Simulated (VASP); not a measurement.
Level of theory: TPSS meta-GGA, VASP's PBE PAW potentials (set 64) (plane waves; VASP).

The input files of a VASP run:

**POSCAR**
```
As
1
    3.7091142463    -1.9014499511    -0.0040868487
    3.7091142463     1.9014499511    -0.0040868487
    2.7378171991     0.0000000000     3.1428350702
As
2
Direct
  0.2273130868   0.2273130868   0.2273130868
  0.7726869132   0.7726869132   0.7726869132
```

**KPOINTS**
```
K-points
0
gamma
13 13 13
```

File KPOINTS_OPT:
```
k-points along high-symmetry lines
8
Line-mode
Reciprocal
  0.000000   0.000000   0.000000 ! GAMMA
  0.500000   0.500000   0.500000 ! T

  0.500000   0.500000   0.500000 ! T
  0.769824   0.230176   0.500000 ! H_2

  0.500000  -0.230176   0.230176 ! H_0
  0.500000   0.000000   0.000000 ! L

  0.500000   0.000000   0.000000 ! L
  0.000000   0.000000   0.000000 ! GAMMA

  0.000000   0.000000   0.000000 ! GAMMA
  0.365088  -0.365088  -0.000000 ! S_0

  0.634912  -0.000000   0.365088 ! S_2
  0.500000  -0.000000   0.500000 ! F

  0.500000  -0.000000   0.500000 ! F
  0.000000   0.000000   0.000000 ! GAMMA
```

INCAR:
```
ALGO = Normal
EDIFF = 1E-7
ENCUT = 520
ISIF = 2
ISMEAR = -5
LASPH = .TRUE.
LCHARG = .FALSE.
LMAXMIX = 4
LMIXTAU = .TRUE.
LORBIT = 11
LREAL = .FALSE.
LWAVE = .FALSE.
METAGGA = TPSS
NEDOS = 601
NELM = 100
PREC = Accurate
SYSTEM = As
```

POTCAR, in this order: As (PBE.64 set). Program: vasp_std.

Question: Estimate the energy per atom (σ→0), band gap (over mesh and band path).

Answer: 
```json
{
  "energy per atom (σ→0)": "-12.716 eV/atom",
  "band gap (over mesh and band path)": "none (metal, semimetal or under 0.01 eV)"
}
```

### OSZICAR
```
...
DAV:  13    -0.254321679253E+02   -0.90771E-04   -0.14896E-04  4313   0.119E-01    0.833E-03
DAV:  14    -0.254322327143E+02   -0.64789E-04   -0.23203E-05  4198   0.636E-02    0.727E-03
DAV:  15    -0.254322350463E+02   -0.23319E-05   -0.41966E-06  4379   0.212E-02    0.126E-03
DAV:  16    -0.254322386753E+02   -0.36291E-05   -0.28382E-06  4169   0.274E-02    0.533E-04
DAV:  17    -0.254322388484E+02   -0.17304E-06   -0.78326E-08  2850   0.485E-03    0.270E-04
DAV:  18    -0.254322389101E+02   -0.61713E-07   -0.14708E-08  2093   0.166E-03
   1 F= -.25432239E+02 E0= -.25432239E+02  d E =0.000000E+00
       N       E                     dE             ncg
```

The compound is As in the a7 structure. It was relaxed first.
